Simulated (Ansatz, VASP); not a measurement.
# SrLi2Al6Si11O33 in two plane-wave programs

One calculation is typed for both programs; each brings its own data sets. How far apart do they land? The structure shown is frame 63 of Ansatz's trajectory.

Calculated with Ansatz 0.2.0; plane waves, with VASP 6.6.1 beside it; single point at PBE.

## 1. The starting structure

The cell holds 106 atoms: 22 Si, 12 Al, 2 Sr, 4 Li and 66 O. Cell: a = 11.257 Å, b = 11.257 Å, c = 11.257 Å, α = 90.0°, β = 90.0°, γ = 90.0°. As first built, before any earlier steps moved the atoms (in the runner's words): 106 atoms (22 Si, 12 Al, 2 Sr, 4 Li, 66 O) placed at random at 2.56 g/cm^3, melted at 4000 K for 10 ps at fixed volume with the Morse and Coulomb pair potential with partial charges (Pedone, Malavasi, Menziani, Cormack and Segre, J. Phys. Chem. B 110, 11780 (2006)). Quenched from 4000 K to 300 K at 50 K/ps and fixed volume, held 5 ps.

## 2. Ansatz: dynamics, PBE

Ansatz runs on its default PAW (the set named soft_2) files.

One frame of this run of dynamics is then solved in both programs, so the motion causes no difference.

input.yaml reads:

```yaml
crystal:
  lattice:
    - [11.2565, 0.0, 0.0]
    - [0.0, 11.2565, 0.0]
    - [0.0, 0.0, 11.2565]
  atoms:
    - { symbol: Si, position: [0.47374, 0.38344, 0.25578] }
    - { symbol: Si, position: [0.82058, 0.25729, 0.08377] }
    - { symbol: Si, position: [0.96484, 0.4923, 0.33544] }
    - { symbol: Si, position: [0.36984, 0.51894, 0.47769] }
    - { symbol: Si, position: [0.83976, 0.53478, 0.01979] }
    - { symbol: Si, position: [0.44462, 0.10458, 0.22641] }
    - { symbol: Si, position: [0.10086, 0.24747, 0.30305] }
    - { symbol: Si, position: [0.72655, 0.60686, 0.60777] }
    - { symbol: Si, position: [0.24667, 0.77374, 0.48072] }
    - { symbol: Si, position: [0.1998, 0.08037, 0.11576] }
    - { symbol: Si, position: [0.4003, 0.79669, 0.84386] }
    - { symbol: Si, position: [0.4499, 0.95312, 0.4592] }
    - { symbol: Si, position: [0.13588, 0.27018, 0.78875] }
    - { symbol: Si, position: [0.08526, 0.8755, 0.26328] }
    - { symbol: Si, position: [0.81564, 0.95074, 0.30193] }
    - { symbol: Si, position: [0.99975, 0.09732, 0.9334] }
    - { symbol: Si, position: [0.49402, 0.55268, 0.72634] }
    - { symbol: Si, position: [0.77046, 0.93275, 0.84982] }
    - { symbol: Si, position: [0.06867, 0.05804, 0.66055] }
    - { symbol: Si, position: [0.64044, 0.75793, 0.38597] }
    - { symbol: Si, position: [0.68645, 0.04477, 0.08784] }
    - { symbol: Si, position: [0.76831, 0.33946, 0.60184] }
    - { symbol: Al, position: [0.4297, 0.27161, 0.76495] }
    - { symbol: Al, position: [0.89062, 0.14309, 0.45958] }
    - { symbol: Al, position: [0.53488, 0.20935, 0.53843] }
    - { symbol: Al, position: [0.72035, 0.30216, 0.34274] }
    - { symbol: Al, position: [0.1343, 0.79795, 0.74] }
    - { symbol: Al, position: [0.54431, 0.0216, 0.71716] }
    - { symbol: Al, position: [0.25118, 0.22597, 0.54704] }
    - { symbol: Al, position: [0.10962, 0.45029, 0.5873] }
[... 70 atom lines left out ...]
    - { symbol: O, position: [0.05547, 0.79983, 0.1443] }
    - { symbol: O, position: [0.78232, 0.04264, 0.40087] }
    - { symbol: O, position: [0.85184, 0.65569, 0.66187] }
    - { symbol: O, position: [0.17329, 0.98034, 0.2143] }
    - { symbol: O, position: [0.68564, 0.95536, 0.97364] }
    - { symbol: O, position: [0.44942, 0.24937, 0.23005] }
kpoints:
  mp_grid: { grid: [1, 1, 1] }
hamiltonian:
  xc: pbe
scf:
  occupations: { method: gaussian, width: 0.025 }
output:
  forces: true
md:
  timestep: 1.0
  n_steps: 190
  ensemble: nvt_nose_hoover
  temperature: 300
  initial_velocities: maxwell_boltzmann
  seed: 9519
```

Launch:

```console
> ansatz run input.yaml --threads 4 --pin off --max-ram 8192MiB --backend cpu --events-out ev --progress --plain --runs-dir out
```

Numbers of over 12 decimals in the logs are rounded to 6 here.

The program printed:

```text
Warning: md: disabling space-group detection — thermal motion breaks the input geometry's symmetry, so no spatial operation reduces the k-mesh or symmetrises the density; time reversal is kept, so that k and −k are solved as one point where they differ and the mesh holds both, and exact exchange and, on two spinor components, a DFT+U term hold to it where the run has them: on two components no moment then forms, and  [...]
Engine: ansatz 0.2.0, aarch64-unknown-linux-gnu
Pseudopotentials: kind: paw
Pseudopotential: Si, paw, valence charge 4, recommended cutoff 420 eV (normal), Si.paw.azcp
Pseudopotential: Al, paw, valence charge 3, recommended cutoff 420 eV (normal), Al.paw.azcp
Pseudopotential: Sr, paw, valence charge 10, recommended cutoff 420 eV (normal), Sr.paw.azcp
Pseudopotential: Li, paw, valence charge 3, recommended cutoff 420 eV (normal), Li.paw.azcp
Pseudopotential: O, paw, valence charge 6, recommended cutoff 420 eV (normal), O.paw.azcp
Functional definition: PBE
  parameter kappa = 0.804
  parameter beta = 0.066725
  exchange = pbe_x(kappa = kappa, mu = beta*pi^2/3)
  correlation = pbe_c(beta = beta)
Crystal: 106 atoms, lattice volume = 1426.298 Å³
Basis set: ecut = 420 eV, 27825 PW (Γ), exchange–correlation on 160×160×160 points (8 copies of the dense FFT grid, shifted against one another)
Bands: 382, of which v1, the nominal top of the filled ones, is band 276 counted from 1 (275 counted from 0)
Symmetry: 1 space group operations
k-points: 1
Non-local potential: Si, projectors of the file, l = 0: 2, l = 1: 2, l = 2: 2
Non-local potential: Al, projectors of the file, l = 0: 2, l = 1: 2, l = 2: 1
Non-local potential: Sr, projectors of the file, l = 0: 3, l = 1: 2, l = 2: 2
Non-local potential: Li, projectors of the file, l = 0: 3, l = 1: 2, l = 2: 1
Non-local potential: O, projectors of the file, l = 0: 2, l = 1: 2, l = 2: 1
PAW form: soft (Blöchl's): semilocal exchange-correlation on the pseudo side does not see the compensation charge
PAW one-centre angular grid: Si, 110 points (default); XC on 64 Gauss nodes
PAW one-centre angular grid: Al, 110 points (default); XC on 64 Gauss nodes
PAW one-centre angular grid: Sr, 110 points (default); XC on 64 Gauss nodes
PAW one-centre angular grid: Li, 110 points (default); XC on 64 Gauss nodes
PAW one-centre angular grid: O, 110 points (default); XC on 64 Gauss nodes
Initial density: superposition of atomic densities (neutral atoms: chi_scale 0, normalization atom), corrected by the library's trained network
Initial wavefunctions: pseudopotential atomic-orbital guess
Functional: x = pbe(κ = 0.804, μ = 0.219515), c = pbe(β = 0.066725)
SCF iter   1: F=—  HF=-65913.908556 eV  |F-HF|=—  |Δ(HF+E_count)|=         —  Δρ=2.21e-3  dr2=1.15e-1  ethr=1.77e-3  ⟨swp⟩=7.0  Hψ=1983  notcnv=0  defer=50
preconditioner: auto → Resta (q_TF=auto, 2.329 Å⁻¹)  ε∞=3.1  [insulator: Δε(μ)=3.178 eV  Ē_g=15.759 eV  σ=0.025 eV  W_gap=1.00  n_scr=304 (ndim 8)  ℏωp=22.8 eV  f_vac=0.154  D(μ)=0.00/eV (n_scr^D=0)  ε∞_Penn≈3.1]
SCF iter   2: F=—  HF=-65913.902975 eV  |F-HF|=—  |Δ(HF+E_count)|=   5.58e-3  Δρ=1.17e-3  dr2=2.83e-2  ethr=2.09e-5  ⟨swp⟩=2.0  Hψ=652  notcnv=0  defer=100
SCF iter   3: F=—  HF=-65913.902928 eV  |F-HF|=—  |Δ(HF+E_count)|=   4.77e-5  Δρ=5.78e-4  dr2=7.79e-3  ethr=5.13e-6  ⟨swp⟩=2.0  Hψ=507  notcnv=0  defer=100
SCF iter   4: F=—  HF=-65913.901989 eV  |F-HF|=—  |Δ(HF+E_count)|=   9.39e-4  Δρ=1.91e-4  dr2=6.33e-4  ethr=1.41e-6  ⟨swp⟩=2.0  Hψ=507  notcnv=0  defer=100
SCF iter   5: F=—  HF=-65913.902042 eV  |F-HF|=—  |Δ(HF+E_count)|=   5.34e-5  Δρ=1.09e-4  dr2=1.54e-4  ethr=1.15e-7  ⟨swp⟩=2.0  Hψ=504  notcnv=0  defer=100
SCF iter   6: F=—  HF=-65913.902059 eV  |F-HF|=—  |Δ(HF+E_count)|=   1.73e-5  Δρ=3.26e-5  dr2=1.44e-5  ethr=2.80e-8  ⟨swp⟩=2.0  Hψ=530  notcnv=0  defer=100
SCF iter   7: F=—  HF=-65913.899452 eV  |F-HF|=—  |Δ(HF+E_count)|=   2.61e-3  Δρ=1.38e-5  dr2=2.60e-6  ethr=2.61e-9  ⟨swp⟩=2.0  Hψ=658  notcnv=0  defer=100
SCF iter   8: F=—  HF=-65913.899454 eV  |F-HF|=—  |Δ(HF+E_count)|=   1.52e-6  Δρ=7.81e-6  dr2=7.73e-7  ethr=4.71e-10  ⟨swp⟩=2.0  Hψ=552  notcnv=0  defer=100
SCF iter   9: F=-65913.899454 eV  HF=-65913.899454 eV  |F-HF|=1.75e-8  |Δ(HF+E_count)|=   1.05e-7  Δρ=2.04e-6  dr2=5.50e-8  ethr=1.81e-11  ⟨swp⟩=3.0  Hψ=1213  notcnv=0
SCF 1 converged in 9 iterations: F = -65913.899454 eV  dr2 = 5.50e-8
  greatest PAW one-centre occupation: 1.000 electrons in one spin orbital (limit 2), on the Li atom at site 36 (counted from 0), in its partial waves of l = 0
[...]
md step   188: t =   188.00 fs  T =   322.6 K  F+E_penalty+E_count = -65917.34228547 eV  E_kin = 4.379018 eV  conserved = -65909.84088536 eV  (3 SCF iters)
[...]
md step   189: t =   189.00 fs  T =   319.9 K  F+E_penalty+E_count = -65917.31793896 eV  E_kin = 4.341151 eV  conserved = -65909.84041535 eV  (4 SCF iters)
[...]
md step   190: t =   190.00 fs  T =   318.4 K  F+E_penalty+E_count = -65917.31148601 eV  E_kin = 4.321255 eV  conserved = -65909.84008602 eV  (8 SCF iters)
SCF converged after 8 iterations
Free energy (F): -65917.311486 eV
Harris-Foulkes:  -65917.311486 eV  (|F-HF|=7.52e-9)
Internal energy: -65917.311486 eV  (E = F + TS)
E sigma→0 (E₀):  -65917.311486 eV
Fermi energy:    5.190759 eV
--- Per-component energies (eV) ---
  E_band       = -2683.265776
  E_kinetic    = 13596.681751
  E_local      = -36397.535177  (includes V_loc(G=0)·N_el)
  E_nonlocal   = 4078.155325
  E_hartree    = 13360.667923
  E_xc         = -6999.774279
  E_vxc        = -8034.805025  (∫ρ·V_xc dr)
  E_paw        = -32847.276164  (= ΣΔE_a)
  E_vpaw       = -2647.268587  (= ΣTr[D̂ρ^β])
  E_aug_tail   = 0.167258  (compensation charges beyond the density's cutoff)
  E_ewald      = -20708.398123
  E_smearing   = -0.000000  (= −TS)
  E_closure    = 0.000000  (closes the sum)
  Σ components = -65917.311486   (vs F -65917.311486, Δ=0.00e0)
--- Forces (eV/Å), atoms counted from 1 ---
  atom   1  Si     0.30300311    -1.39721210     0.43674334
  atom   2  Si     0.63788698     0.14943529    -2.00505564
  atom   3  Si    -0.13845053    -1.39882261     1.02240031
  atom   4  Si    -0.35927643    -1.11613636     0.25251419
  atom   5  Si    -2.18622069    -2.40540117     0.81986247
  atom   6  Si    -2.26219543     1.16074328     1.21801868
  atom   7  Si    -0.71017427     0.62579237    -0.72883692
  atom   8  Si     0.39773741    -0.29640447    -0.50309986
  atom   9  Si     1.59796890    -0.73793422     1.37785945
  atom  10  Si     0.80031822     0.89931835     0.90838700
  atom  11  Si    -0.70597204     0.46973613    -0.16046959
  atom  12  Si    -2.12034263    -0.38990567     0.79787801
  atom  13  Si    -0.76670623     1.44041332    -0.22939777
  atom  14  Si    -1.43310999     1.13650985     0.73715312
  atom  15  Si     1.48316748     0.82394871     0.44638948
  atom  16  Si    -1.92453399    -0.14155425     1.00099611
  atom  17  Si     1.01368154    -0.70997761    -2.84971470
  atom  18  Si    -1.21953278    -0.29450268    -0.83441309
  atom  19  Si    -0.95884218    -1.57540704     0.54326742
  atom  20  Si    -0.52754918     0.17301704    -1.18284714
  atom  21  Si    -0.24383178     1.18616454    -1.56828253
  atom  22  Si    -0.65723590    -0.26188003     1.75303928
  atom  23  Al    -0.53529985    -2.30223253    -0.72666848
  atom  24  Al    -0.25991885    -0.75117257     0.38231094
[...]
atom  99  O      0.50908262    -0.17310401     0.43231012
  atom 100  O     -0.10491855     1.71779419    -0.52048956
  atom 101  O      0.82499730    -0.11419348     0.92923183
  atom 102  O      0.10684472    -0.40665026    -0.67714461
  atom 103  O     -0.25641418    -0.31304836    -0.65387959
  atom 104  O     -0.53798925    -0.74111248     0.68178208
  atom 105  O     -0.81243468     0.46485638     2.75269958
  atom 106  O      0.35387591     1.56627718    -0.29151727
  max |Σ_I F_I| component: 1.45e-4 eV/Å
--- MD trajectory: 190 steps, t = 0.0 → 190.0 fs ---
  final state: T = 318.4 K   F+E_penalty+E_count = -65917.31148601 eV   E_kin = 4.321255 eV
  conserved energy: peak-to-peak 1.443e-2 eV (1.361e-4 eV/atom) over 190.0 fs
```

In the SCF lines HF is the Harris–Foulkes energy and dr2 the Hartree energy of the density residual, in eV; the loop may stop once dr2 is under the threshold and the program's other checks hold. Hψ counts applications of the Hamiltonian.

## 3. VASP: single point, PBE

The same cell, functional, mesh and smearing now go to VASP, with its own data sets.

Lines of VASP's logs that name or quote its potential files are left out, and so is its time.

INCAR reads:

```
SYSTEM = SrLi2Al6Si11O33
PREC = Accurate
ENCUT = 650
EDIFF = 1E-06
NELM = 120
ISMEAR = 0
SIGMA = 0.025
LREAL = Auto
ALGO = Normal
GGA = PE
NBANDS = 352
LORBIT = 11
LWAVE = .FALSE.
LCHARG = .FALSE.
ISIF = 2
LASPH = .TRUE.
GGA_COMPAT = .FALSE.
EFERMI = MIDGAP
NCORE = 2
```

POSCAR reads:

```
SrLi2Al6Si11O33
1.0
   11.2565000000      0.0000000000      0.0000000000
    0.0000000000     11.2565000000      0.0000000000
    0.0000000000      0.0000000000     11.2565000000
Si Al Sr Li O
22 12 2 4 66
Direct
    0.4748545285      0.3966419402      0.2399857860
    0.8301070493      0.2564207347      0.0762936970
    0.9699640208      0.4874694621      0.3399724604
    0.3713765380      0.5338249012      0.4777150979
    0.8509927597      0.5271620841      0.0100564119
    0.4420823524      0.1142984054      0.2050726247
    0.1045529250      0.2536667703      0.3054501843
    0.7150268734      0.6168969040      0.6150313152
    0.2443477102      0.7749122729      0.4776529117
    0.1847554746      0.0774219340      0.1307955404
    0.4042908542      0.7645804646      0.8548305424
    0.4402700662      0.9657353529      0.4490116821
    0.1491671479      0.2820770222      0.7961444499
    0.0818105095      0.8730067072      0.2600453072
    0.8316350553      0.9558121974      0.3132057034
    0.0010305157      0.1008572825      0.9362412828
    0.4920001777      0.5392351086      0.7303513526
    0.7732065917      0.9417403278      0.8516501577
    0.0741704793      0.0552836139      0.6604006574
    0.6347710212      0.7689068538      0.3861591081
    0.6866521565      0.0410074179      0.0878869986
    0.7605205881      0.3411184649      0.6150313152
    0.4254253098      0.2648336517      0.7623595256
    0.9067205615      0.1519033447      0.4640962999
    0.5474081642      0.2030737796      0.5338071337
    0.7283969262      0.3200550793      0.3328743393
    0.1450362013      0.7966419402      0.7382934305
    0.5407631146      0.0075867277      0.7314085195
    0.2512770399      0.2388753165      0.5416070715
    0.1102296451      0.4684226891      0.5904854973
[... 70 atom lines left out ...]
    0.0748545285      0.7898458668      0.1455336916
    0.8088748723      0.0520854617      0.4098432017
    0.8411406743      0.6718873540      0.6546972860
    0.1532181406      0.9885754897      0.2343090659
    0.6826455826      0.9610003109      0.9667392173
    0.4398347621      0.2598320970      0.2190112380
```

KPOINTS reads:

```
Automatic mesh
0
Gamma
1 1 1
0 0 0
```

Potentials, in the order of the species: Si, Al, Sr_sv, Li_sv and O (PBE family, release 64).

Launch:

```console
> mpirun -np 8 vasp_gam
```

The program printed:

```text
[banner, memory and clock lines left out]
running    8 mpi-ranks, on    1 nodes
[...]
LDA part: xc-table for (Slater+PW92), standard interpolation
 POSCAR, INCAR and KPOINTS ok, starting setup
[...]
entering main loop
       N       E                     dE             d eps       ncg     rms          rms(c)
DAV:   1     0.583152571469E+04    0.58315E+04   -0.35966E+05   704   0.185E+03
DAV:   2    -0.350291992457E+03   -0.61818E+04   -0.59523E+04   872   0.414E+02
DAV:   3    -0.887653622660E+03   -0.53736E+03   -0.53382E+03   848   0.130E+02
DAV:   4    -0.904236531187E+03   -0.16583E+02   -0.16510E+02   896   0.221E+01
[...]
DAV:  18    -0.788999796078E+03   -0.14886E-05   -0.34977E-05   872   0.118E-02    0.163E-02
DAV:  19    -0.788999794698E+03    0.13799E-05   -0.43372E-06   792   0.579E-03    0.928E-03
DAV:  20    -0.788999795137E+03   -0.43902E-06   -0.65322E-06   744   0.626E-03
   1 F= -.78899980E+03 E0= -.78899980E+03  d E =0.000000E+00
```

Parts of OUTCAR (step 3):

```text
  Total        6.6281659     27.7853184     -7.0103677     -3.0539643      6.4560666     -2.6717090
  in kB        7.4454992     31.2115856     -7.8748312     -3.4305552      7.2521780     -3.0011631
  external PRESSURE =      10.2607512 kB  Pullay stress =       0.0000000 kB

 POSITION                                       TOTAL-FORCE (eV/Angst)
 -----------------------------------------------------------------------------------
      5.34520      4.46480      2.70140         0.072572      1.686349      0.206093
      9.34410      2.88640      0.85880        -2.271249     -0.360660      2.115825
     10.91840      5.48720      3.82690        -0.173246     -1.277098      0.404212
      4.18040      6.00900      5.37740        -1.373992      1.735970      0.683797
      9.57920      5.93400      0.11320         0.162310     -0.029397      1.611212
      4.97630      1.28660      2.30840         0.173280      0.523587      0.827414
      1.17690      2.85540      3.43830        -0.245368      0.952326     -0.054314
      8.04870      6.94410      6.92310        -0.614498     -1.997127      0.675944
      2.75050      8.72280      5.37670         0.185395      1.463321     -0.081474
      2.07970      0.87150      1.47230         0.878156      1.108353     -0.493372
      4.55090      8.60650      9.62240         0.619736      1.767698      1.457532
[...]
0.13350      1.81430      4.06130         1.320128      0.519418     -1.370783
      2.91640      9.03230      9.59990         0.768174      0.445740     -0.136252
[...]
-----------------------------------------------------------------------------------
    total drift:                               -0.040867     -0.072688     -0.024129

  FREE ENERGIE OF THE ION-ELECTRON SYSTEM (eV)
  ---------------------------------------------------
  free  energy   TOTEN  =      -788.9997951374 eV

  energy  without entropy=     -788.9997951374  energy(sigma->0) =     -788.99979514

[... 3 further parts left out ...]
[key lines of the parts left out:]
E-fermi :   3.7172
```

The run ends at a pressure of 1.03 GPa, with forces up to 4.2 eV/Å.

## 4. Differences

Known differences besides the potentials themselves: the cutoff is 420 eV in Ansatz and 650 eV in VASP (PREC = Accurate, projectors in real space). Total energies have different zeros and are not compared.

Forces on 10 of the 106 atoms, those with the largest forces and the largest differences (eV/Å; atoms numbered as in POSCAR):

| atom | Ansatz x, y, z | VASP x, y, z |
| --- | --- | --- |
| Si2 | -2.292, -0.391, 2.152 | -2.271, -0.361, 2.116 |
| Si13 | -3.053, -0.229, -0.682 | -3.083, -0.268, -0.673 |
| Si14 | 0.840, -3.276, 2.420 | 0.888, -3.285, 2.481 |
| Si16 | -1.818, -1.802, -1.589 | -1.816, -1.840, -1.615 |
| Si19 | 0.170, 2.645, -1.101 | 0.164, 2.630, -1.058 |
| Sr36 | 0.290, 0.151, 0.402 | 0.349, 0.206, 0.467 |
| O50 | 1.310, -1.783, -2.891 | 1.333, -1.809, -2.935 |
| O67 | -2.047, 0.087, 0.006 | -2.139, 0.107, 0.009 |
| O88 | 2.311, -0.709, 0.482 | 2.390, -0.741, 0.463 |
| O106 | -0.294, -2.595, -0.192 | -0.291, -2.603, -0.188 |

The forces differ by 25 meV/Å r.m.s., which is 2.6 % of the r.m.s. force of 0.951 eV/Å (both taken over all components).

## 5. Outcome

- r.m.s. force difference (single point, PBE): 2.6 % of the r.m.s. force

In words: The r.m.s. force difference is 2.6 % of the r.m.s. force (single point, PBE), within the 3 % picked in this series as the mark of a large difference. 2 further runs of this series are not shown here. How closely two codes agree says nothing of how well the functional describes the real material.

[Lines on the potential files, build, host, timing and source positions are cut from VASP's logs without a mark.]

[Logs are printed without paths, hosts, clocks, repeated set-up lines and the standing remarks that a program may print on its own settings, such as how far it seeks lower states.]

[Hosts, paths, dates, database ids (printed as entryN), source tags and the programs' standing remarks are cut or masked in the printed files.]
